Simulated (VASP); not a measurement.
Consider the following.

```xyz
2
Lattice="2.5100 0.0000 0.0000 -1.2550 2.1737 0.0000 0.0000 0.0000 4.0700" Properties=species:S:1:pos:R:3 pbc="T T T"
Co     1.2550     0.7246     3.0525
Co     0.0000     1.4492     1.0175
```
Starting moments (μB, in the order of the record's atoms Co Co): 1.8 1.8.

Computed with PBEsol GGA, VASP's PBE PAW potentials (set 64) (plane waves; VASP 6.6.1). Numerical set-up: 480 eV cut-off, 15×15×8 Γ-centred mesh, first-order Methfessel-Paxton smearing of 0.10 eV, potentials Co.

Energy and stress use the plane-wave basis of the starting cell.

Q: The ions, cell shape and volume are relaxed. Predict the relaxed structure.

A: 
```xyz
2
Lattice="2.4553 0.0000 0.0000 -1.2277 2.1264 0.0000 0.0000 0.0000 3.9604" Properties=species:S:1:pos:R:3 pbc="T T T"
Co     1.2277     0.7088     2.9703
Co     0.0000     1.4176     0.9901
```
Space group P6_3/mmc (194), at a tolerance of 0.03 Å. The cell ends with 3.16 μB, on the sites 1.59 1.59 μB.

Q: How do energy and volume change from the first to the last step?

A: The energy (σ→0) changes by -37.1 meV/atom and the volume by -6.9 %, in 5 ionic steps.

| step | E(σ→0) (eV) | max force (eV/Å) | pressure (GPa) | volume (Å³) |
|---|---|---|---|---|
| 1 | -15.3999 | 0.000 | -14.53 | 22.21 |
| 2 | -15.3705 | 0.000 | 22.92 | 19.12 |
| 3 | -15.4737 | 0.000 | -0.22 | 20.71 |
| 4 | -15.4738 | 0.000 | 0.04 | 20.68 |
| 5 | -15.4740 | 0.000 | 0.06 | 20.68 |

The compound is Co in the hcp structure. This run relaxes it. Symmetry was kept, so distortions that lower it aren't found.
